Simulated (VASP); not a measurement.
These are PBEsol GGA, VASP's PBE PAW potentials (set 64) (plane waves; VASP 6.6.1) values and carry that method's errors.

VASP ran on this input.

### INCAR
```
ALGO = Normal
EDIFF = 1E-6
EDIFFG = -0.01
ENCUT = 400
GGA = PS
IBRION = 2
ISIF = 3
ISMEAR = 1
LASPH = .TRUE.
LCHARG = .FALSE.
LMAXMIX = 4
LREAL = .FALSE.
LWAVE = .FALSE.
NELM = 100
NSW = 60
PREC = Accurate
SIGMA = 0.1
SYSTEM = Ag
```

### POSCAR
```
Ag
1.0
  0.0000000000   2.0238426654   2.0238426654
  2.0238426654   0.0000000000   2.0238426654
  2.0238426654   2.0238426654   0.0000000000
Ag
1
Cartesian
  0.0000000000   0.0000000000   0.0000000000
```

### KPOINTS
```
Automatic mesh
0
Gamma
14 14 14
0 0 0
```

POTCAR, in this order: Ag (PBE.64 set). Program: vasp_std.

The run wrote:

OSZICAR:
```
       N       E                     dE             d eps       ncg     rms          rms(c)
DAV:   1     0.328111582003E+02    0.32811E+02   -0.49386E+03  2080   0.885E+02
DAV:   2    -0.338797750852E+01   -0.36199E+02   -0.33849E+02  1952   0.176E+02
DAV:   3    -0.366874848231E+01   -0.28077E+00   -0.28071E+00  2222   0.182E+01
DAV:   4    -0.366930550322E+01   -0.55702E-03   -0.55701E-03  2084   0.770E-01
DAV:   5    -0.366930926136E+01   -0.37581E-05   -0.37572E-05  2067   0.561E-02    0.597E+00
DAV:   6    -0.332497285614E+01    0.34434E+00   -0.16400E+00  1903   0.138E+01    0.353E+00
DAV:   7    -0.331341175956E+01    0.11561E-01   -0.14633E-02  2003   0.127E+00    0.197E+00
DAV:   8    -0.330910332359E+01    0.43084E-02   -0.76270E-04  1915   0.245E-01    0.923E-02
DAV:   9    -0.330911193974E+01   -0.86161E-05   -0.10913E-05  2172   0.309E-02    0.120E-02
DAV:  10    -0.330911564663E+01   -0.37069E-05   -0.20514E-06  2006   0.152E-02    0.693E-03
DAV:  11    -0.330911544059E+01    0.20604E-06   -0.99914E-08   993   0.349E-03
   1 F= -.33091154E+01 E0= -.33091966E+01  d E =-.330912E+01
       N       E                     dE             d eps       ncg     rms          rms(c)
DAV:   1    -0.330952581595E+01   -0.41017E-03   -0.77156E-03  1900   0.108E+00    0.129E-01
DAV:   2    -0.330912577812E+01    0.40004E-03   -0.17801E-03  1895   0.457E-01    0.399E-02
DAV:   3    -0.330911769317E+01    0.80850E-05   -0.22355E-05  1937   0.468E-02    0.261E-02
DAV:   4    -0.330911690328E+01    0.78988E-06   -0.35249E-06  1987   0.161E-02
   2 F= -.33091169E+01 E0= -.33091989E+01  d E =-.146269E-05
```

File OUTCAR:
```
------------------------ aborting loop because EDIFF is reached ----------------------------------------
  FORCE on cell =-STRESS in cart. coord.  units (eV):
  Direction    XX          YY          ZZ          XY          YZ          ZX
  --------------------------------------------------------------------------------------
  Total        0.0070622      0.0070622      0.0070622     -0.0000000      0.0000000     -0.0000000
  in kB        0.6836027      0.6836027      0.6836027     -0.0000000      0.0000000     -0.0000000
  external PRESSURE =       0.6836027 kB  Pullay stress =       0.0000000 kB
  volume of cell :       16.55
      direct lattice vectors                 reciprocal lattice vectors
     0.000000000  2.022732584  2.022732584    -0.247190362  0.247190362  0.247190362
     2.022732584  0.000000000  2.022732584     0.247190362 -0.247190362  0.247190362
     2.022732584  2.022732584 -0.000000000     0.247190362  0.247190362 -0.247190362
 POSITION                                       TOTAL-FORCE (eV/Angst)
 -----------------------------------------------------------------------------------
      4.04547      4.04547      4.04547        -0.000000      0.000000      0.000000
 -----------------------------------------------------------------------------------
    total drift:                                0.000000      0.000000      0.000000
  FREE ENERGIE OF THE ION-ELECTRON SYSTEM (eV)
  ---------------------------------------------------
  free  energy   TOTEN  =        -3.3091169033 eV

  energy  without entropy=       -3.3093627930  energy(sigma->0) =       -3.30919887

 reached required accuracy - stopping structural energy minimisation
```
(Selected blocks of OUTCAR.)

File CONTCAR:
```
Ag
   1.00000000000000
     0.0000000000000000    2.0227325839482364    2.0227325839482364
     2.0227325839482364    0.0000000000000000    2.0227325839482364
     2.0227325839482364    2.0227325839482364   -0.0000000000000000
  Ag
     1
Direct
     1.0000000000000000    1.0000000000000000    1.0000000000000000
```

The compound is Ag in the fcc structure. This run relaxes it. Symmetry was kept, so distortions that lower it aren't found. The start is the result of an earlier pass.
